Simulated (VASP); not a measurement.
# SCH4 in VASP: settings compared, part 2 of 2

VASP 6.6.1. The steps go on from the part before.

### Step 5. Single point, RPBE+D3(BJ)

Input file INCAR:

```
SYSTEM = H4CS
PREC     = Accurate       ! precision mode
ENCUT    = 400            ! plane-wave cutoff, eV
EDIFF    = 1E-6           ! SCF threshold, eV
ISMEAR   = 0              ! smearing method
SIGMA    = 0.01           ! smearing width, eV
LREAL    = .FALSE.        ! projectors in reciprocal space
LASPH    = .TRUE.         ! aspherical terms in the spheres
NELM     = 60             ! most SCF steps
ALGO     = Fast           ! electronic algorithm
ISIF     = 2              ! what is computed and relaxed
LWAVE    = .FALSE.        ! write WAVECAR
LCHARG   = .FALSE.        ! write CHGCAR
GGA      = RP             ! functional
IVDW     = 12             ! dispersion correction
ISYM     = 0
```

Input file KPOINTS:

```
regular mesh
0
G
  1 1 1
  0 0 0
```

Input file POSCAR:

```
H4CS                                    
1.0
   13.5797842126      0.0000000000      0.0000000000
    0.0000000000     14.0797842126      0.0000000000
    0.0000000000      0.0000000000     14.5797842126
  S               C               H             
     1     1     4
Selective dynamics
Direct
     0.5430486435000006    0.4775284146999965    0.5819478056999969   F   F   F
     0.4906730814134500    0.5298806704565684    0.4788191866865522   T   T   T
     0.5228053715789904    0.3863186092973618    0.5606173730189973   T   T   T
     0.5289347955359968    0.5053225841694334    0.4169798931007371   T   T   T
     0.5013685259005937    0.6068320777582860    0.4852499719238958   T   T   T
     0.4115349988443990    0.5154251240327821    0.4734884635801080   T   T   T
```

Potentials or basis: VASP PAW PBE potentials, release 64 (S, C, H).

Started as:

```bash
$ cat potpaw_PBE.64/S/POTCAR potpaw_PBE.64/C/POTCAR potpaw_PBE.64/H/POTCAR > POTCAR
$ mpirun -np 1 vasp_gam > vasp.out
```

OUTCAR:

```text
SYSTEM = H4CS
   PREC = Accurate
   ENCUT = 400
   EDIFF = 1E-6
   ISMEAR = 0
   LREAL = .FALSE.
   LASPH = .TRUE.
   NELM = 60
   ISIF = 2
   GGA = RP
   IVDW = 12
   ISYM = 0
 IVDW          = 12

 ion  position               nearest neighbor table
   1  0.543  0.478  0.582-   3 1.35   2 1.82
   2  0.491  0.530  0.479-   6 1.10   4 1.10   5 1.10   1 1.82
   3  0.523  0.386  0.561-   1 1.35
   4  0.529  0.505  0.417-   2 1.10
   5  0.501  0.607  0.485-   2 1.10
[... 163 lines left out ...]
  --------------------------------------------------------------------------------------
  -------------------------------------------------------------------------------------
  Total      -0.36163    -0.34039    -0.40810     0.01703     0.03255    -0.02435
  in kB      -0.20784    -0.19563    -0.23455     0.00979     0.01871    -0.01400
  external pressure =       -0.21 kB  Pullay stress =        0.00 kB

 VOLUME and BASIS-vectors are now :
 -----------------------------------------------------------------------------
  energy-cutoff  :      400.00
  volume of cell :     2787.66
      direct lattice vectors                 reciprocal lattice vectors
    13.579784213  0.000000000  0.000000000     0.073638873  0.000000000  0.000000000
     0.000000000 14.079784213  0.000000000     0.000000000  0.071023816  0.000000000
     0.000000000  0.000000000 14.579784213     0.000000000  0.000000000  0.068588121

 POSITION                                       TOTAL-FORCE (eV/Angst)
 -----------------------------------------------------------------------------------
      7.37448      6.72350      8.48467        -0.005066      0.008339     -0.012643
      6.66323      7.46061      6.98108        -0.016857      0.028575     -0.037341
      7.09958      5.43928      8.17368        -0.000388     -0.008412      0.001119
      7.18282      7.11483      6.07948         0.016866     -0.023008      0.006064
      6.80848      8.54406      7.07484         0.013439      0.015106      0.023937
      5.58856      7.25707      6.90336        -0.007994     -0.020600      0.018864
 -----------------------------------------------------------------------------------
    total drift:                                0.000791     -0.000334      0.000407

  FREE ENERGIE OF THE ION-ELECTRON SYSTEM (eV)
  ---------------------------------------------------
  free  energy   TOTEN  =       -27.9480499583 eV

  energy  without entropy=      -27.9480499583  energy(sigma->0) =      -27.94804996
```

OSZICAR:

```text
N       E                     dE             d eps       ncg     rms          rms(c)
DAV:   1     0.618223818702E+02    0.61822E+02   -0.28531E+03    38   0.486E+02
DAV:   2    -0.836059356152E+01   -0.70183E+02   -0.69839E+02    33   0.117E+02
DAV:   3    -0.283951599622E+02   -0.20035E+02   -0.20019E+02    28   0.634E+01
[... 18 lines left out ...]
RMM:  22    -0.274570765027E+02   -0.97991E-05   -0.72640E-07    23   0.499E-03    0.106E-03
RMM:  23    -0.274570808854E+02   -0.43827E-05   -0.25863E-07    22   0.274E-03    0.166E-03
RMM:  24    -0.274570848218E+02   -0.39364E-05   -0.26879E-07    23   0.266E-03    0.219E-04
RMM:  25    -0.274570861593E+02   -0.13375E-05   -0.80649E-08    18   0.191E-03    0.277E-04
RMM:  26    -0.274570869393E+02   -0.77992E-06   -0.52364E-08    18   0.166E-03
   1 F= -.27948050E+02 E0= -.27948050E+02  d E =-.105094E-12
```

It took 90 s on 1 thread of Intel Xeon 6975P-C (Granite Rapids), shared host; peak memory 1.5 GiB.

What came out:

```
Free energy                     : -27.9480 eV
Largest force                   : 0.050 eV/Å
Gap between the frontier levels : 4.59 eV
Dispersion energy per atom      : -0.082 eV
```

Forces in eV/Å, atoms in the order of the input:
```
S   -0.005  0.008 -0.013
C   -0.017  0.029 -0.037
H    0.000 -0.008  0.001
H    0.017 -0.023  0.006
H    0.013  0.015  0.024
H   -0.008 -0.021  0.019
```

Levels at points of the mesh, in eV from the valence-band top:
```
           k point  band 3  band 4  band 5  band 6  band 7  band 8  band 9  band 10  band 11
(0.00, 0.00, 0.00)   -5.42   -4.85   -3.95   -2.56    0.00    4.59    5.18     5.55     5.91
```

Caveat: the cutoff is under 1.25 times the usual one of these potentials, so pressure, stress and relaxed cells hold a basis-set (Pulay) error; the PAW data sets were made with another functional, which shifts forces and pressure a little.

### Step 6. The runs side by side

```csv
task,level,cell,atoms held fixed (from 0),gap on the mesh (eV),largest force (eV/Å)
relaxation of the atoms,PBE+D3(BJ),atoms relaxed,[0],4.66,-
single point,PBE,as given,-,4.66,0.03
single point,RPBE,as given,-,4.59,0.14
single point,RPBE+D3(BJ),as given,-,4.59,0.05
```

Alike in all rows: potentials or basis VASP PAW PBE potentials, release 64 (S, C, H); no spin polarisation; k mesh 1 × 1 × 1; cutoff (eV) 400; smearing gaussian 0.01 eV.

On the cell as given the gap runs from 4.59 eV (RPBE) to 4.66 eV (PBE).

Caveats: the cutoff is under 1.25 times the usual one of these potentials, so pressure, stress and relaxed cells hold a basis-set (Pulay) error; the PAW data sets were made with another functional, which shifts forces and pressure a little (some runs).

Absolute energies hang on the potentials; compare differences alone.
